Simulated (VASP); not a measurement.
Here is the system:

```xyz
2
Lattice="0.0000 2.1824 2.1824 2.1824 0.0000 2.1824 2.1824 2.1824 0.0000" Properties=species:S:1:pos:R:3 pbc="T T T"
Al     0.0000     0.0000     0.0000
N      1.0912     1.0912     1.0912
```

Method: HSE06 screened hybrid, VASP's PBE PAW potentials (set 64) (plane waves; VASP). Numerical set-up: 520 eV cut-off, 8×8×8 Γ-centred mesh, Gaussian smearing of 0.050 eV, potentials Al N.

Question: Give the energy at these volumes per atom, relative to the lowest: 9.70, 10.02, 10.34, 10.66, 10.98 Å³.

Answer: 34.6, 9.5, 0.0, 4.0, 19.6 meV/atom. A third-order Birch-Murnaghan fit gives B0 = 213 GPa and B0′ = 3.9.

The compound is AlN in the zinc blende structure, a metastable form; wurtzite is the usual one. It was relaxed first. The cell's shape comes from a PBE relaxation.
